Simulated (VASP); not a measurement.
Input:

```
CELL_PARAMETERS angstrom
      1.58383    -2.74327     0.00000
      1.58383     2.74327     0.00000
      0.00000     0.00000    12.30753
ATOMIC_POSITIONS crystal
  Mo 0.33333 0.66667 0.25000
  Mo 0.66667 0.33333 0.75000
  S  0.33333 0.66667 0.87746
  S  0.66667 0.33333 0.37746
  S  0.66667 0.33333 0.12254
  S  0.33333 0.66667 0.62254
```

Method: rev-vdW-DF2, VASP's PBE PAW potentials (set 64) (plane waves; VASP 6.6.1). Numerical set-up: 520 eV cut-off, 9×9×2 Γ-centred mesh, tetrahedra with Blöchl corrections, potentials Mo_sv S.

The cores are frozen, which limits the accuracy of field gradients.

Task: Give the principal components of the electric field gradient (V/Å²) and the asymmetry η at each nucleus.

Result: 
```tsv
atom	Vxx	Vyy	Vzz	η
Mo1	39.7	39.7	-79.4	0.00
Mo2	39.7	39.7	-79.4	0.00
S3	25.5	25.5	-50.9	0.00
S4	25.5	25.5	-50.9	0.00
S5	25.5	25.5	-50.9	0.00
S6	25.5	25.5	-50.9	0.00
```

The compound is MoS2 in the 2H layered structure. It was relaxed first.
